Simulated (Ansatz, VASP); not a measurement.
**Re (Rhenium) in two plane-wave programs**

Wanted: the spread between two codes on one cell, functional and k mesh. The cell is taken from a series of runs on this material, whose earlier steps may have relaxed, scaled, displaced or heated it; both programs get it as it stands.

Calculated with Ansatz 0.2.0; plane waves, with VASP 6.6.1 beside it; zone-centre phonons at PBEsol.

## (1) The starting structure

It takes space group P6_3/mmc (No. 194, hexagonal). The conventional cell has a = 2.675 Å, b = 2.675 Å, c = 4.321 Å, α = 90.00°, β = 90.00°, γ = 120.00°. Re has 12 Re at 2.66 to 2.67 Å nearest.

## (2) VASP: zone-centre phonons, PBEsol

Second derivatives magnify differences that forces hide, and they need a tight electronic threshold.

Lines of VASP's logs that name or quote its potential files are left out, and so is its time.

Input file INCAR:

```
SYSTEM = Re
PREC = Accurate
ENCUT = 600
EDIFF = 1E-08
NELM = 120
ISMEAR = 1
SIGMA = 0.2
LREAL = .FALSE.
ALGO = Normal
GGA = PS
NBANDS = 13
LASPH = .TRUE.
LORBIT = 11
LWAVE = .FALSE.
LCHARG = .FALSE.
ISIF = 2
IBRION = 8
GGA_COMPAT = .FALSE.
KPAR = 2
```

Input file POSCAR:

```
Re
1.0
    2.6748024880      0.0000000000      0.0000000000
   -1.3374012440      2.3164469047      0.0000000000
    0.0000000000      0.0000000000      4.3213883446
Re
2
Direct
    0.3333333333      0.6666666667      0.2500000000
    0.6666666667      0.3333333333      0.7500000000
```

Input file KPOINTS:

```
Automatic mesh
0
Gamma
18 18 12
0 0 0
```

Potentials, in the order of the species: Re (PBE family, release 64).

Launch:

```
mpirun -np 2 vasp_std
```

Numbers of over 12 decimals in the logs are rounded to 6 here.

The log of the run:

```text
[banner, memory and clock lines left out]
running    2 mpi-ranks, on    1 nodes
 distrk:  each k-point on    1 cores,    2 groups
 distr:  one band on    1 cores,    1 groups

 POSCAR found type information on POSCAR Re
 POSCAR found :  1 types and       2 ions
|                                                                             |
|               ----> ADVICE to this user running VASP <----                  |
|                                                                             |
|     You enforced a specific xc type in the INCAR file but a different       |
|     [... a line on the potential file left out ...]
|     I HOPE YOU KNOW WHAT YOU ARE DOING!                                     |
|                                                                             |

 LDA part: xc-table for (Slater+PW92), standard interpolation
 POSCAR, INCAR and KPOINTS ok, starting setup
 FFT: planning ... GRIDC
 FFT: planning ... GRID_SOFT
 FFT: planning ... GRID
 WAVECAR not read
 entering main loop
       N       E                     dE             d eps       ncg     rms          rms(c)
DAV:   1     0.327150146115E+02    0.32715E+02   -0.74248E+03 12722   0.150E+03
DAV:   2    -0.250938574954E+02   -0.57809E+02   -0.48714E+02 11336   0.344E+02
DAV:   3    -0.277721103629E+02   -0.26783E+01   -0.24387E+01 11532   0.991E+01
DAV:   4    -0.278115364585E+02   -0.39426E-01   -0.39016E-01 10716   0.652E+00
DAV:   5    -0.278120787255E+02   -0.54227E-03   -0.54208E-03 11427   0.991E-01    0.530E+01
DAV:   6    -0.268492219978E+02    0.96286E+00   -0.64219E-01 11757   0.221E+01    0.247E+01
DAV:   7    -0.264744237533E+02    0.37480E+00   -0.56829E-01 11884   0.202E+01    0.396E-01
DAV:   8    -0.264657034547E+02    0.87203E-02   -0.63676E-03 10800   0.713E-01    0.194E-01
DAV:   9    -0.264647165120E+02    0.98694E-03   -0.46700E-04 11518   0.232E-01    0.537E-02
DAV:  10    -0.264647227245E+02   -0.62125E-05   -0.82944E-05 11204   0.142E-01    0.213E-02
DAV:  11    -0.264647222936E+02    0.43089E-06   -0.96648E-07 12161   0.210E-02    0.156E-03
DAV:  12    -0.264647220922E+02    0.20140E-06   -0.15659E-08  7710   0.468E-03    0.476E-04
DAV:  13    -0.264647221189E+02   -0.26734E-07   -0.68535E-09  6572   0.154E-03    0.141E-04
DAV:  14    -0.264647221165E+02    0.24556E-08   -0.29592E-09  5867   0.255E-03
   1 F= -.26464722E+02 E0= -.26465052E+02  d E =0.990015E-03
 Linear response reoptimize wavefunctions to high precision
DAV:   1    -0.264647221153E+02    0.11617E-08   -0.59842E-09  8591   0.145E-03
DAV:   2    -0.264647221154E+02   -0.40927E-10   -0.44407E-10  5472   0.516E-04
 Linear response DOF=           2
 Linear response progress:
  Degree of freedom:   1/  2
       N       E                     dE             d eps       ncg     rms          rms(c)
RMM:   1    -0.743969735861E-01   -0.74397E-01   -0.85587E+00 29880   0.187E+02
RMM:   2    -0.143181795089E+00   -0.68785E-01   -0.64551E-02 64684   0.296E+00    0.136E-01
RMM:   3    -0.143276654844E+00   -0.94860E-04   -0.19690E-03 66875   0.392E-01    0.933E-02
RMM:   4    -0.142514844032E+00    0.76181E-03   -0.99174E-04 68042   0.338E-01    0.225E-02
RMM:   5    -0.142555729997E+00   -0.40886E-04   -0.49288E-05 65336   0.777E-02    0.965E-03
RMM:   6    -0.142566807571E+00   -0.11078E-04   -0.65567E-06 68314   0.280E-02    0.394E-03
RMM:   7    -0.142569331836E+00   -0.25243E-05   -0.89949E-07 61913   0.943E-03    0.124E-03
RMM:   8    -0.142568732091E+00    0.59974E-06   -0.56210E-07 68344   0.270E-03    0.397E-04
RMM:   9    -0.142568156268E+00    0.57582E-06   -0.65807E-08 68430   0.117E-03    0.539E-05
RMM:  10    -0.142568099244E+00    0.57024E-07   -0.28605E-08 72021   0.574E-04    0.213E-05
RMM:  11    -0.142568139240E+00   -0.39995E-07   -0.24180E-08 69720   0.542E-04    0.621E-06
RMM:  12    -0.142568133849E+00    0.53906E-08   -0.21598E-08 71149   0.526E-04    0.226E-06
 first order change of Fermi-energy  -0.15067E-04
 force on displaced ion       1 direction 1 :  -6.419   0.000   0.000
 Linear response progress:
  Degree of freedom:   2/  2
       N       E                     dE             d eps       ncg     rms          rms(c)
RMM:   1    -0.112876947669E+00   -0.11288E+00   -0.93626E+00 10267   0.195E+02
RMM:   2    -0.188454511265E+00   -0.75578E-01   -0.53582E-02 20813   0.356E+00    0.216E-01
RMM:   3    -0.190198688853E+00   -0.17442E-02   -0.76716E-03 21992   0.758E-01    0.122E-01
RMM:   4    -0.190195273024E+00    0.34158E-05    0.20908E-04 24327   0.214E-01    0.584E-02
RMM:   5    -0.190495388173E+00   -0.30012E-03   -0.18435E-04 21806   0.179E-01    0.135E-02
RMM:   6    -0.190548640327E+00   -0.53252E-04   -0.50886E-05 21917   0.520E-02    0.768E-03
RMM:   7    -0.190581043829E+00   -0.32404E-04    0.47891E-06 21035   0.362E-02    0.346E-03
RMM:   8    -0.190575898174E+00    0.51457E-05    0.42226E-05 24829   0.978E-03    0.226E-03
RMM:   9    -0.190569267092E+00    0.66311E-05    0.70311E-07 20087   0.160E-02    0.558E-04
RMM:  10    -0.190574850788E+00   -0.55837E-05   -0.26509E-05 22452   0.512E-03    0.429E-04
RMM:  11    -0.190572491868E+00    0.23589E-05    0.48368E-07 22573   0.163E-03    0.304E-04
RMM:  12    -0.190572184745E+00    0.30712E-06   -0.10012E-06 21777   0.148E-03    0.923E-05
RMM:  13    -0.190572358841E+00   -0.17410E-06    0.22664E-07 23992   0.102E-03    0.129E-05
RMM:  14    -0.190572393589E+00   -0.34748E-07    0.37260E-07 25087   0.631E-04    0.791E-06
RMM:  15    -0.190572520505E+00   -0.12692E-06   -0.66874E-08 24194   0.584E-04    0.451E-06
RMM:  16    -0.190572509543E+00    0.10962E-07   -0.26958E-08 22844   0.579E-04    0.141E-06
RMM:  17    -0.190572509578E+00   -0.35656E-10   -0.54962E-08 26128   0.566E-04    0.534E-07
 first order change of Fermi-energy   0.75036E-04
 force on displaced ion       1 direction 3 :   0.000  -0.000  -8.733
 Linear response finished
```

Parts of OUTCAR (step 2):

```text
ion  position               nearest neighbor table
   1  0.333  0.667  0.250-   2 2.66   2 2.66   2 2.66   2 2.66   2 2.66   2 2.66
   2  0.667  0.333  0.750-   1 2.66   1 2.66   1 2.66   1 2.66   1 2.66   1 2.66

  LATTYP: Found a hexagonal cell.
 ALAT       =     2.6748024880
 C/A-ratio  =     1.6155915676

 Subroutine GETGRP returns: Found 24 space group operations
 (whereof 12 operations were pure point group operations)

The static configuration has the point symmetry D_3d.
 The point group associated with its full space group is D_6h.

 Found    259 irreducible k-points:

   k-points           NKPTS =    259   k-points in BZ     NKDIM =    259   number of bands    NBANDS=     13

   dimension x,y,z NGX =    24 NGY =   24 NGZ =   36
   dimension x,y,z NGXF=    48 NGYF=   48 NGZF=   72

   ENCUT  =  600.0 eV  44.10 Ry    6.64 a.u.   5.34  5.34  8.63*2*pi/ulx,y,z

   NELECT =      14.0000    total number of electrons

 k-points in reciprocal lattice and weights: Automatic mesh
   0.00000000  0.00000000  0.00000000       0.000
   0.05555556  0.00000000  0.00000000       0.002
   0.11111111  0.00000000  0.00000000       0.002
   0.16666667  0.00000000  0.00000000       0.002
   0.22222222 -0.00000000  0.00000000       0.002
   0.27777778 -0.00000000  0.00000000       0.002
   0.33333333 -0.00000000  0.00000000       0.002
   0.38888889 -0.00000000  0.00000000       0.002
   0.44444444 -0.00000000  0.00000000       0.002
[...]
0.33333333  0.27777778  0.50000000       0.003
   0.33333333  0.33333333  0.50000000       0.001

 average (electrostatic) potential at core
       1 -37.5570       2 -37.5570

  Total        6.7573323      6.7573323      6.7361153      0.0000000      0.0000000     -0.0000000
  in kB      404.3416662    404.3416662    403.0720897      0.0000000      0.0000000     -0.0000000
  external PRESSURE =     403.9184740 kB  Pullay stress =       0.0000000 kB

  energy-cutoff  :      600.00
  volume of cell :       26.78
      direct lattice vectors                 reciprocal lattice vectors
     2.674802488  0.000000000  0.000000000     0.373859380  0.215847814  0.000000000
    -1.337401244  2.316446905  0.000000000     0.000000000  0.431695627  0.000000000
     0.000000000  0.000000000  4.321388345     0.000000000  0.000000000  0.231407113

 POSITION                                       TOTAL-FORCE (eV/Angst)
 -----------------------------------------------------------------------------------
     -0.00000      1.54430      1.08035         0.000000     -0.000000      0.000000
      1.33740      0.77215      3.24104        -0.000000      0.000000      0.000000
 -----------------------------------------------------------------------------------
    total drift:                               -0.000000      0.000000     -0.000000

 Eigenvectors and eigenvalues of the dynamical matrix
 ----------------------------------------------------

   1 f  =    4.787865 THz    30.083045 2PiTHz  159.705998 cm-1    19.801011 meV
             X         Y         Z           dx          dy          dz
     -0.000000  1.544298  1.080347    -0.000000    0.000000   -0.707107
      1.337401  0.772149  3.241041     0.000000    0.000000    0.707107

   2 f  =    4.104943 THz    25.792120 2PiTHz  136.926170 cm-1    16.976674 meV
             X         Y         Z           dx          dy          dz
     -0.000000  1.544298  1.080347     0.707107    0.000000   -0.000000
      1.337401  0.772149  3.241041    -0.707107   -0.000000    0.000000

   3 f  =    4.104943 THz    25.792120 2PiTHz  136.926170 cm-1    16.976674 meV
             X         Y         Z           dx          dy          dz
     -0.000000  1.544298  1.080347    -0.000000    0.707107    0.000000
      1.337401  0.772149  3.241041    -0.000000   -0.707107    0.000000

   4 f  =    0.000000 THz     0.000000 2PiTHz    0.000000 cm-1     0.000000 meV
             X         Y         Z           dx          dy          dz
     -0.000000  1.544298  1.080347    -0.000000    0.707107    0.000000
      1.337401  0.772149  3.241041    -0.000000    0.707107    0.000000

   5 f  =    0.000000 THz     0.000000 2PiTHz    0.000000 cm-1     0.000000 meV
             X         Y         Z           dx          dy          dz
     -0.000000  1.544298  1.080347     0.000000    0.000000    0.707107
      1.337401  0.772149  3.241041    -0.000000    0.000000    0.707107

   6 f/i=    0.000000 THz     0.000000 2PiTHz    0.000000 cm-1     0.000000 meV
             X         Y         Z           dx          dy          dz
     -0.000000  1.544298  1.080347    -0.707107   -0.000000   -0.000000
      1.337401  0.772149  3.241041    -0.707107   -0.000000    0.000000

 ELASTIC MODULI CONTR FROM IONIC RELAXATION (kBar)
 Direction    XX          YY          ZZ          XY          YZ          ZX
 --------------------------------------------------------------------------------
 XX        -261.5202    261.5202     -0.0000      0.0000     -0.0000      0.0000
 YY         261.5202   -261.5202      0.0000     -0.0000      0.0000      0.0000
 ZZ          -0.0000      0.0000     -0.0000      0.0000     -0.0000      0.0000
 XY           0.0000     -0.0000      0.0000   -261.5202     -0.0000      0.0000
 YZ          -0.0000      0.0000     -0.0000     -0.0000     -0.0000      0.0000
 ZX           0.0000      0.0000      0.0000      0.0000      0.0000      0.0000
 --------------------------------------------------------------------------------
```

The data set Re keeps the semicore shell frozen, which is cheaper and a little less accurate.

## (3) Ansatz: zone-centre phonons, PBEsol

Ansatz runs on its PAW soft_1 files.

The same cell, functional, mesh and smearing now go to Ansatz, which takes its cutoff from its data sets.

Input file input.yaml:

```yaml
crystal:
  lattice:
    - [2.674802488, 0.0, 0.0]
    - [-1.337401244, 2.3164469047, 0.0]
    - [0.0, 0.0, 4.3213883446]
  atoms:
    - { symbol: Re, position: [0.3333333333, 0.6666666667, 0.25] }
    - { symbol: Re, position: [0.6666666667, 0.3333333333, 0.75] }
kpoints:
  mp_grid: { grid: [18, 18, 12] }
hamiltonian:
  xc: pbesol
  pseudopotentials: { kind: paw, azcp: { folder: soft_1 }, xc_functional: pbe }
scf:
  occupations: { method: methfessel_paxton, width: 0.2 }
output:
  eigenvalues: true
phonons:
  method: dfpt
```

Launch:

```
ansatz run input.yaml --threads 4 --pin off --max-ram 10240MiB --backend cpu --events-out ev --progress --plain --runs-dir out
```

The log of the run:

```text
zone centre: on kpoints.mp_grid the ground state, and the responses unless they are solved on pairs of k-points, stand on 637 of the mesh's 3888 k-points, reduced under 4 symmetry operations, with k and −k counted as one. Each operation leaves every solved displacement unchanged or reverses it
Engine: ansatz 0.2.0, x86_64-unknown-linux-gnu
Pseudopotentials: kind: paw
Pseudopotential: Re, paw, valence charge 15, recommended cutoff 420 eV (normal), soft_1/Re.paw.azcp
Functional definition: PBEsol
  exchange = pbesol_x
  correlation = pbesol_c
Crystal: 2 atoms, lattice volume = 26.775 Å³
Basis set: ecut = 420 eV, 537 PW (Γ), exchange–correlation on 36×36×60 points (8 copies of the dense FFT grid, shifted against one another)
Bands: 19, of which v1, the nominal top of the filled ones, is band 15 counted from 1 (14 counted from 0)
Symmetry: 24 space group operations
k-points: 637 of 3888 (irreducible under 4 space group operations, time reversal used)
Non-local potential: Re, projectors of the file, l = 0: 3, l = 1: 2, l = 2: 2, l = 3: 1
PAW form: soft (Blöchl's): semilocal exchange-correlation on the pseudo side does not see the compensation charge
PAW frozen core: Re, regenerated for the run's functional, and the local potential with it (the file was generated under x = pbe(κ = 0.804, μ = 0.219515), c = pbe(β = 0.066725))
PAW one-centre angular grid: Re, 590 points (default); XC on 64 Gauss nodes
Initial density: superposition of atomic densities (chi_scale 0.1, normalization cell)
Initial wavefunctions: pseudopotential atomic-orbital guess
Functional: x = pbesol(κ = 0.804, μ = 0.123457), c = pbesol(β = 0.046)
SCF iter   1: F=—  HF=-21476.839439 eV  |F-HF|=—  |Δ(HF+E_count)|=         —  Δρ=6.12e-2  dr2=8.54e-1  ethr=3.10e-3  ⟨swp⟩=4.8  Hψ=48490  notcnv=0
preconditioner: auto → none  [metal: Δε(μ)=0.014 eV  Ē_g=7.120 eV  σ=0.200 eV  W_gap=0.06  n_scr=8 (ndim 8)  ℏωp=26.9 eV  f_vac=0.000  D(μ)=1.37/eV (n_scr^D=10)  sad-step TF]
SCF iter   2: F=—  HF=-21476.600026 eV  |F-HF|=—  |Δ(HF+E_count)|=   2.39e-1  S|Δr|=    0.00e0  Δρ=3.58e-2  dr2=2.80e-1  ethr=2.85e-3  ⟨swp⟩=2.0  Hψ=19430  notcnv=0  defer=18
SCF iter   3: F=—  HF=-21476.489470 eV  |F-HF|=—  |Δ(HF+E_count)|=   1.11e-1  S|Δr|=    0.00e0  Δρ=1.63e-3  dr2=3.01e-4  ethr=9.32e-4  ⟨swp⟩=3.0  Hψ=23661  notcnv=0  defer=18
SCF iter   4: F=—  HF=-21476.489663 eV  |F-HF|=—  |Δ(HF+E_count)|=   1.92e-4  S|Δr|=    0.00e0  Δρ=1.95e-4  dr2=1.14e-5  ethr=1.00e-6  ⟨swp⟩=2.0  Hψ=16843  notcnv=0  defer=18
SCF iter   5: F=—  HF=-21476.489658 eV  |F-HF|=—  |Δ(HF+E_count)|=   4.58e-6  S|Δr|=    0.00e0  Δρ=2.65e-5  dr2=1.52e-7  ethr=3.80e-8  ⟨swp⟩=2.0  Hψ=16618  notcnv=0  defer=18
SCF iter   6: F=—  HF=-21476.489658 eV  |F-HF|=—  |Δ(HF+E_count)|=   4.67e-7  S|Δr|=    0.00e0  Δρ=4.89e-6  dr2=4.91e-9  ethr=5.06e-10  ⟨swp⟩=2.2  Hψ=17831  notcnv=0  defer=18
SCF iter   7: F=—  HF=-21476.489658 eV  |F-HF|=—  |Δ(HF+E_count)|=   1.03e-9  S|Δr|=    0.00e0  Δρ=1.12e-6  dr2=2.46e-10  ethr=1.64e-11  ⟨swp⟩=2.9  Hψ=22294  notcnv=0  defer=18
SCF iter   8: F=-21476.489658 eV  HF=-21476.489658 eV  |F-HF|=7.28e-12  |Δ(HF+E_count)|=  9.46e-11  S|Δr|=    0.00e0  Δρ=8.37e-8  dr2=6.51e-13  ethr=1.00e-12  ⟨swp⟩=4.2  Hψ=57356  notcnv=0
SCF 1 converged in 8 iterations: F = -21476.489658 eV  dr2 = 6.51e-13
  greatest PAW one-centre occupation: 0.999 electrons in one spin orbital (limit 2), on the Re atom at site 1 (counted from 0), in its partial waves of l = 0
DFPT response loops at Γ: preconditioner auto → Kerker (q_TF=auto, 2.780 Å⁻¹) (partly filled bands, converged f_vac=0.000); β = 1.00, the filter's whole step (`scf.mixing.beta` (0.50) is not read by the response loops under this deck's `scf.mixing.preconditioner`; to damp them name `kerker` or `kerker_dos`, under which they read `scf.mixing.beta`, and type it under 1.00, their step now; both keys bind the ground state too); Broyden in place of MSR1
SCF converged after 8 iterations
Stability not checked: this state was not tested for a lower state beside it, because cold or Methfessel-Paxton smearing, or corrected tetrahedra, fill the levels in a way that the test cannot read (fill_not_monotonic; see scf.lower_state_search)
Free energy (F): -21476.489658 eV
Harris-Foulkes:  -21476.489658 eV  (|F-HF|=7.28e-12)
Internal energy: -21476.490671 eV  (E = F + TS)
E sigma→0 (E₀):  -21476.489912 eV
Entropy (-TS):   0.001013 eV (0.506 meV/atom)
Fermi energy:    26.597927 eV
--- Per-component energies (eV) ---
  E_band       = -68.264896
  E_kinetic    = 1058.983715
  E_local      = -1391.888293  (includes V_loc(G=0)·N_el)
  E_nonlocal   = 166.173027
  E_hartree    = 496.733932
  E_xc         = -712.937585
  E_vxc        = -585.770142  (∫ρ·V_xc dr)
  E_paw        = -17153.275039  (= ΣΔE_a)
  E_vpaw       = -309.231210  (= ΣTr[D̂ρ^β])
  E_aug_tail   = 0.000120  (compensation charges beyond the density's cutoff)
  E_ewald      = -3940.747202
  E_core_change = 0.466653  (= ΣΔE_core)
  E_smearing   = 0.001013  (= −TS)
  E_closure    = -0.000000  (closes the sum)
  Σ components = -21476.489658   (vs F -21476.489658, Δ=0.00e0)
--- Band table (eV; the first three rows and the last of 637) ---
  k-point 0: bands = [... 11 lower, 24.7524, 24.7612, 25.7270, 25.7270, 26.7936, 26.7936, 27.4994, 30.4222]
  k-point 1: bands = [... 11 lower, 24.7030, 24.7038, 25.6646, 25.6646, 26.9319, 26.9319, 27.2330, 30.4411]
  k-point 2: bands = [... 11 lower, 24.5979, 24.5979, 25.4960, 25.4960, 26.5504, 27.2987, 27.2987, 30.4695]
  k-point 636: bands = [... 11 lower, 22.9244, 24.2653, 24.2653, 26.3457, 26.3457, 31.1692, 31.1692, 33.8512]
--- Phonons (Γ-DFPT): 2 representative perturbations + reference, on 637 of 3888 k-points (Σ response iterations 5) ---
  k mesh reduced under 4 symmetry operations, with k and −k counted as one. Each operation leaves every solved displacement unchanged or reverses it
  ASR residual: 6.768e-5 → 0.000e0 eV/Å²; symmetrization residual: 2.274e-13 eV/Å²
  ASR residual per site (eV/Å²): 6.77e-5 6.77e-5
  Γ frequencies (cm⁻¹): 0.00 0.00 0.00 138.29 138.29 163.27
  non-analytic LO–TO correction: not included (Born effective charges unavailable; polar crystals: no LO–TO splitting at Γ)
```

In the SCF lines HF is the Harris–Foulkes energy and dr2 the Hartree energy of the density residual, in eV; the loop may stop once dr2 is under the threshold and the program's other checks hold. Hψ counts applications of the Hamiltonian.

## (4) Comparison

Known differences besides the potentials themselves: the data sets hold 30 valence electrons in Ansatz (on its PAW soft_1 files) and 14 in VASP; the cutoff is 420 eV in Ansatz and 600 eV in VASP; Ansatz makes its cores anew for this functional, VASP keeps those of its PBE data sets. Total energies have different zeros and are not compared.

Both answers:

| quantity | Ansatz | VASP | difference |
| --- | --- | --- | --- |
| optical mode 1 to 2 (cm⁻¹) | 138.3 | 136.9 | +1.00 % |
| optical mode 3 (cm⁻¹) | 163.3 | 159.7 | +2.23 % |

Modes are paired by rising frequency, not by their patterns, so a pair may set unlike modes beside each other; they are those without the splitting of longitudinal modes.

## (5) Results

| Property | Result |
| --- | --- |
| r.m.s. difference of the optical zone-centre modes, each program's sorted by frequency (zone-centre phonons, PBEsol) | 2.3 cm⁻¹ |
| difference in optical mode 3 (zone-centre phonons, PBEsol) | +2.2 % |

In words: The r.m.s. difference of the optical zone-centre modes, each program's sorted by frequency is 2.3 cm⁻¹ (zone-centre phonons, PBEsol). The data sets hold unlike numbers of valence electrons (30 in Ansatz and 14 in VASP), so part of the differences comes from the potentials. Among the rows given in per cent, the largest difference of the zone-centre phonons, PBEsol pair is in optical mode 3, +2.2 %. How closely two codes agree says nothing of how well the functional describes the real material.

[Lines on the potential files, build, host, timing and source positions are cut from VASP's logs without a mark.]

[Logs are printed without paths, hosts, clocks, repeated set-up lines and the standing remarks that a program may print on its own settings, such as how far it seeks lower states.]

[Hosts, paths, dates, database ids (printed as entryN), source tags and the programs' standing remarks are cut or masked in the printed files.]
